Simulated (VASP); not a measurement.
Input of a VASP 6.6.1 run:

File INCAR:

```
SYSTEM = Al
ALGO = Normal
CSHIFT = 0.1
EDIFF = 1E-7
ENCUT = 520
GGA = PE
ISIF = 2
ISMEAR = 1
LASPH = .TRUE.
LCHARG = .FALSE.
LOPTICS = .TRUE.
LREAL = .FALSE.
LWAVE = .FALSE.
NEDOS = 2000
NELM = 60
PREC = Accurate
SIGMA = 0.1
```

File KPOINTS:

```
k-points
0
G
  26 26 26
  0 0 0
```

The input POSCAR:

```
Al                                      
1.0
    0.0000000000      2.0200000000      2.0200000000
    2.0200000000      0.0000000000      2.0200000000
    2.0200000000      2.0200000000      0.0000000000
  Al            
     1
Direct
     0.0000000000000000    0.0000000000000000    0.0000000000000000
```

Potentials or basis: VASP PAW PBE potentials, release 64 (Al).

Launch:

```bash
$ cat potpaw_PBE.64/Al/POTCAR > POTCAR
$ mpirun -np 1 vasp_std > vasp.out
```

**Question.** Estimate the pressure.

**Answer.** 0.0 GPa.

**Question.** Estimate the band gap on the k mesh.

**Answer.** None (metal or under the smearing width).

Dielectric function (mean over the directions given):
```csv
energy (eV),real part,imaginary part
0.29,46.77,7.21
0.96,20.48,15.69
1.63,-7.95,24.91
2.30,-16.08,9.17
2.97,-4.52,10.88
3.65,-4.66,1.38
4.32,-4.39,2.89
4.99,-1.97,0.46
5.66,-2.04,0.70
6.33,-0.77,0.28
7.01,-0.81,0.26
7.68,-0.19,0.17
8.35,-0.18,0.12
9.02,0.10,0.14
9.69,0.14,0.08
10.46,0.32,0.10
11.13,0.37,0.04
11.80,0.47,0.08
12.48,0.50,0.03
13.15,0.56,0.06
13.82,0.60,0.02
14.49,0.63,0.04
15.16,0.66,0.01
15.83,0.68,0.03
16.51,0.72,0.01
17.18,0.73,0.02
17.85,0.76,0.01
18.52,0.77,0.01
19.19,0.79,0.01
19.96,0.81,0.01
```

Caveat: independent-particle spectra lack excitons; the intraband (Drude) part of a metal's response may be missing.
